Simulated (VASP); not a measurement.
# BFH2 in VASP: reference runs

Aim: a first look at BFH2 with PBE, on the cell as given.

All numbers are computed with VASP 6.6.1; they aren't measurements. Logs are shortened: lines on timing, memory, paths and dates and some standing lists are left out, and cuts for length are marked.

### Step 1. The molecule as given

The cell holds a molecule in a box, 4 atoms: a = 12.000 Å, b = 11.000 Å, c = 11.000 Å, α = 90.00°, β = 90.00°, γ = 90.00°.

### Step 2. Single point, PBE

File INCAR:

```
SYSTEM = BH2F
ALGO     = Normal         ! electronic algorithm
EDIFF    = 1E-7           ! SCF threshold, eV
ENCUT    = 520            ! plane-wave cutoff, eV
GGA      = PE             ! functional
ISIF     = 2              ! what is computed and relaxed
ISMEAR   = 0              ! smearing method
LASPH    = .TRUE.         ! aspherical terms in the spheres
LCHARG   = .FALSE.        ! write CHGCAR
LREAL    = .FALSE.        ! projectors in reciprocal space
LWAVE    = .FALSE.        ! write WAVECAR
NBANDS   = 14             ! bands
NELM     = 80             ! most SCF steps
PREC     = Accurate       ! precision mode
SIGMA    = 0.01           ! smearing width, eV
```

File KPOINTS:

```
k-points
0
G
  1 1 1
  0 0 0
```

File POSCAR:

```
BH2F
1.0
   12.0000000000      0.0000000000      0.0000000000
    0.0000000000     11.0000000000      0.0000000000
    0.0000000000      0.0000000000     11.0000000000
B F H
1 1 2
Direct
    0.4967791700      0.4906136400      0.5082772700
    0.5874875000      0.4640045500      0.5701590900
    0.4146791700      0.4319681800      0.5280045500
    0.5019041700      0.5718500000      0.4360227300
```

Potentials or basis: VASP PAW PBE potentials, release 64 (B, F, H).

Command:

```bash
cat potpaw_PBE.64/B/POTCAR potpaw_PBE.64/F/POTCAR potpaw_PBE.64/H/POTCAR > POTCAR
mpirun -np 1 vasp_gam > vasp.out
```

OUTCAR:

```text
SYSTEM = BH2F
   EDIFF = 1E-7
   ENCUT = 520
   GGA = PE
   ISIF = 2
   ISMEAR = 0
   LASPH = .TRUE.
   LREAL = .FALSE.
   NELM = 80
   PREC = Accurate

 ion  position               nearest neighbor table
   1  0.497  0.491  0.508-   3 1.20   4 1.20   2 1.32
   2  0.587  0.464  0.570-   1 1.32
   3  0.415  0.432  0.528-   1 1.20
   4  0.502  0.572  0.436-   1 1.20

  LATTYP: Found a simple tetragonal cell.
 ALAT       =    11.0000000000
 C/A-ratio  =     1.0909090909

  Lattice vectors:

 A1 = (   0.0000000000,  11.0000000000,   0.0000000000)
 A2 = (   0.0000000000,   0.0000000000,  11.0000000000)
 A3 = (  12.0000000000,   0.0000000000,   0.0000000000)

Analysis of symmetry for initial positions (statically):
=====================================================================
 Subroutine PRICEL returns:
 Original cell was already a primitive cell.

 Routine SETGRP: Setting up the symmetry group for a
 simple tetragonal supercell.

 Subroutine GETGRP returns: Found  1 space group operations
 (whereof  1 operations were pure point group operations)
 out of a pool of 16 trial point group operations.

The static configuration has the point symmetry C_1 .

Analysis of symmetry for dynamics (positions and initial velocities):
=====================================================================
 Subroutine PRICEL returns:
 Original cell was already a primitive cell.

 Routine SETGRP: Setting up the symmetry group for a
 simple tetragonal supercell.

 Subroutine GETGRP returns: Found  1 space group operations
 (whereof  1 operations were pure point group operations)
 out of a pool of 16 trial point group operations.

The dynamic configuration has the point symmetry C_1 .

 Subroutine INISYM returns: Found  1 space group operations
 (whereof  1 operations are pure point group operations),
 and found     1 'primitive' translations

----------------------------------------------------------------------------------------

                                     Primitive cell

  volume of cell :    1452.0000

  direct lattice vectors                    reciprocal lattice vectors
    12.000000000  0.000000000  0.000000000     0.083333333  0.000000000  0.000000000
     0.000000000 11.000000000  0.000000000     0.000000000  0.090909091  0.000000000
     0.000000000  0.000000000 11.000000000     0.000000000  0.000000000  0.090909091

  length of vectors
    12.000000000 11.000000000 11.000000000     0.083333333  0.090909091  0.090909091

  position of ions in fractional coordinates (direct lattice)
[... 65 lines left out ...]
   ISIF   =      2    stress and relaxation
   ISYM   =      2    0-nonsym 1-usesym 2-fastsym
   POTIM  = 0.5000    time-step for ionic-motion
   TEBEG  =    0.0;   TEEND  =   0.0 temperature during run
   PSTRESS=    0.0 pullay stress
   NELECT =      12.0000    total number of electrons
   NUPDOWN=      -1.0000    fix difference up-down
   EMIN   =  10.00;   EMAX   =-10.00  energy-range for DOS
   EFERMI =   0.00;   METHOD = LEGACY
   ISMEAR =     0;   SIGMA  =   0.01  broadening in eV -4-tet -1-fermi 0-gaus
   EFERMI_NEDOS =   21; number of points for ismear=-14 and -15
   IALGO  =     38    algorithm
   IMIX   =      4    mixing-type and parameters
     AMIX     =   0.40;   BMIX     =  1.00
     AMIX_MAG =   1.60;   BMIX_MAG =  1.00
  volume/ion in A,a.u.               =     363.00      2449.64
  Fermi-wavevector in a.u.,A,eV,Ry     =   0.330989  0.625478  1.490565  0.109553
  Thomas-Fermi vector in A             =   1.226762
   LORBIT       =      0    0 simple, 1 ext, 2 COOP (PROOUT), +10 PAW based schemes
   GGA     = PE    functional components
   LHFCALC =     F    Hartree Fock is set to
   AEXX    =    0.0000 exact exchange contribution
   IVDW    =     0    specifies the selected vdW correction
   LEPSILON=     F    determine dielectric tensor
   LRPA    =     F    only Hartree local field effects (RPA)
 non-spin polarized calculation
 Gauss-broadening in eV      SIGMA  =   0.01
  energy-cutoff  :      520.00
  volume of cell :     1452.00
 maximum number of plane-waves:     19579
 NGX is ok and might be reduce to    90
   NGX = 45   NGY = 41   NGZ = 41

 number of electron      11.9999998 magnetization

 Free energy of the ion-electron system (eV)
  ---------------------------------------------------
  ext. energy  EPLUGINS =         0.00000000
  ---------------------------------------------------
  free energy    TOTEN  =       -18.35038021 eV

  energy without entropy =      -18.35038021  energy(sigma->0) =      -18.35038021

 E-fermi :  -7.5888     XC(G=0):  -0.5241

 val. band max:       -7.6571266890   @ k =   0.0000   0.0000   0.0000
 cond. band min:      -2.1741203332   @ k =   0.0000   0.0000   0.0000
 fundamental gap:      5.4830063558
 Fermi energy:        -7.5887651413

 k-point     1 :       0.0000    0.0000    0.0000
  band No.  band energies     occupation
      1     -30.6807      2.00000
      2     -13.7183      2.00000
      3     -11.4604      2.00000
      4     -11.1812      2.00000
      5     -10.8545      2.00000
      6      -7.6571      2.00000
      7      -2.1741      0.00000
      8      -0.2479      0.00000
      9       0.4323      0.00000
     10       0.8214      0.00000
     11       0.8789      0.00000
     12       1.0845      0.00000
     13       1.1072      0.00000
     14       1.1483      0.00000

------------------------ aborting loop because EDIFF is reached ----------------------------------------

  FORCE on cell =-STRESS in cart. coord.  units (eV):
  Direction    XX          YY          ZZ          XY          YZ          ZX
  --------------------------------------------------------------------------------------
  -------------------------------------------------------------------------------------
  Total        0.6748840      0.1137742      0.2538417     -0.0905187     -0.2065959      0.3676185
  in kB        0.7446859      0.1255416      0.2800960     -0.0998808     -0.2279636      0.4056405
  external PRESSURE =       0.3834412 kB  Pullay stress =       0.0000000 kB

 VOLUME and BASIS-vectors are now :
 -----------------------------------------------------------------------------
  energy-cutoff  :      520.00
  volume of cell :     1452.00
      direct lattice vectors                 reciprocal lattice vectors
    12.000000000  0.000000000  0.000000000     0.083333333  0.000000000  0.000000000
     0.000000000 11.000000000  0.000000000     0.000000000  0.090909091  0.000000000
     0.000000000  0.000000000 11.000000000     0.000000000  0.000000000  0.090909091

 POSITION                                       TOTAL-FORCE (eV/Angst)
 -----------------------------------------------------------------------------------
      5.96135      5.39675      5.59105        -0.498053      0.135615     -0.313572
      7.04985      5.10405      6.27175         0.594298     -0.160745      0.372557
      4.97615      4.75165      5.80805        -0.112507     -0.081893      0.032469
      6.02285      6.29035      4.79625         0.016262      0.107023     -0.091454
 -----------------------------------------------------------------------------------
    total drift:                               -0.001402     -0.000370     -0.000894

  FREE ENERGIE OF THE ION-ELECTRON SYSTEM (eV)
  ---------------------------------------------------
  free  energy   TOTEN  =       -18.3503802142 eV

  energy  without entropy=      -18.3503802142  energy(sigma->0) =      -18.35038021
```

Wall time 67 s (1 thread of Intel Xeon 6975P-C (Granite Rapids), shared host); peak memory 1 GiB.

What came out:

```yaml
Free_energy: -18.3504 eV
Largest_force: 0.720 eV/Å
Gap_between_the_frontier_levels: 5.48 eV
```

Forces on the atoms (eV/Å):
```
B   -0.498  0.136 -0.314
F    0.594 -0.161  0.373
H   -0.113 -0.082  0.032
H    0.016  0.107 -0.091
```
